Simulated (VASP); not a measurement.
All values below come from r2SCAN meta-GGA, VASP's PBE PAW potentials (set 64) (plane waves; VASP).

The input files of a VASP run:

File POSCAR:
```
MgS
1
    0.0000000000     2.6086889453     2.6086889453
    2.6086889453     0.0000000000     2.6086889453
    2.6086889453     2.6086889453     0.0000000000
Mg S
1 1
Direct
  1.0000000000   0.0000000000   0.0000000000
  0.5000000000   0.5000000000   0.5000000000
```

### KPOINTS
```
Automatic mesh
0
Gamma
8 8 8
0 0 0
```

### INCAR
```
SYSTEM  =  MgS
PREC  =  Accurate; ENCUT  =  480; LREAL  =  .FALSE.
LASPH  =  .TRUE.
EDIFF  =  1E-7; NELM  =  100; ALGO  =  Normal
LMIXTAU  =  .TRUE.
ISMEAR  =  0; SIGMA  =  0.05
METAGGA  =  R2SCAN
ISIF  =  2
LWAVE  =  .FALSE.; LCHARG  =  .FALSE.
```

POTCAR, in this order: Mg S (PBE.64 set). Program: vasp_std.

Output of the run:

OSZICAR:
```
       N       E                     dE             d eps       ncg     rms          rms(c)
DAV:   1     0.130769509839E+02    0.13077E+02   -0.37136E+03   488   0.781E+02
DAV:   2    -0.162682543297E+02   -0.29345E+02   -0.27221E+02   672   0.107E+02
DAV:   3    -0.171070665009E+02   -0.83881E+00   -0.83881E+00   592   0.246E+01
DAV:   4    -0.171102154514E+02   -0.31490E-02   -0.31490E-02   744   0.170E+00
DAV:   5    -0.171102197485E+02   -0.42971E-05   -0.42971E-05   592   0.464E-02    0.459E+00
DAV:   6    -0.154816256876E+02    0.16286E+01   -0.11450E+00   512   0.795E+00    0.483E+00
DAV:   7    -0.153095873422E+02    0.17204E+00   -0.49014E-01   496   0.401E+00    0.194E+00
DAV:   8    -0.154505237820E+02   -0.14094E+00   -0.26352E-01   560   0.479E+00    0.161E+00
DAV:   9    -0.154385081514E+02    0.12016E-01   -0.65237E-02   472   0.275E+00    0.174E-01
DAV:  10    -0.154846218577E+02   -0.46114E-01   -0.11358E-02   464   0.123E+00    0.125E-01
DAV:  11    -0.154914185262E+02   -0.67967E-02   -0.44904E-04   664   0.234E-01    0.136E-01
DAV:  12    -0.154935542740E+02   -0.21357E-02   -0.59300E-05   496   0.977E-02    0.159E-01
DAV:  13    -0.155085617786E+02   -0.15008E-01   -0.96352E-03   480   0.115E+00    0.460E-02
DAV:  14    -0.155086366520E+02   -0.74873E-04   -0.10377E-04   672   0.979E-02    0.400E-02
DAV:  15    -0.155086033160E+02    0.33336E-04   -0.11583E-05   464   0.491E-02    0.255E-02
DAV:  16    -0.155087146380E+02   -0.11132E-03   -0.67789E-05   480   0.114E-01    0.149E-02
DAV:  17    -0.155087231451E+02   -0.85071E-05   -0.32699E-06   512   0.273E-02    0.145E-02
DAV:  18    -0.155087203356E+02    0.28096E-05   -0.15765E-06   488   0.191E-02    0.125E-02
DAV:  19    -0.155087267946E+02   -0.64591E-05   -0.21966E-06   480   0.188E-02    0.121E-03
DAV:  20    -0.155087268479E+02   -0.53235E-07   -0.84261E-08   432   0.391E-03
   1 F= -.15508727E+02 E0= -.15508727E+02  d E =-.743930E-16
```

File OUTCAR:
```
------------------------ aborting loop because EDIFF is reached ----------------------------------------
  FORCE on cell =-STRESS in cart. coord.  units (eV):
  Direction    XX          YY          ZZ          XY          YZ          ZX
  --------------------------------------------------------------------------------------
  Total       -0.2472268     -0.2472268     -0.2472268     -0.0000000     -0.0000000     -0.0000000
  in kB      -11.1560201    -11.1560201    -11.1560201     -0.0000000     -0.0000000     -0.0000000
  external PRESSURE =     -11.1560201 kB  Pullay stress =       0.0000000 kB
  volume of cell :       35.51
      direct lattice vectors                 reciprocal lattice vectors
     0.000000000  2.608688945  2.608688945    -0.191667159  0.191667159  0.191667159
     2.608688945  0.000000000  2.608688945     0.191667159 -0.191667159  0.191667159
     2.608688945  2.608688945  0.000000000     0.191667159  0.191667159 -0.191667159
 POSITION                                       TOTAL-FORCE (eV/Angst)
 -----------------------------------------------------------------------------------
      0.00000      0.00000      0.00000         0.000000      0.000000     -0.000000
      2.60869      2.60869      2.60869        -0.000000     -0.000000      0.000000
 -----------------------------------------------------------------------------------
    total drift:                                0.000000      0.000000      0.000000
  FREE ENERGIE OF THE ION-ELECTRON SYSTEM (eV)
  ---------------------------------------------------
  free  energy   TOTEN  =       -15.5087268479 eV

  energy  without entropy=      -15.5087268479  energy(sigma->0) =      -15.50872685
```
(Selected blocks of OUTCAR.)

The compound is MgS in the rock salt structure. This cell was strained or had an atom moved on purpose.
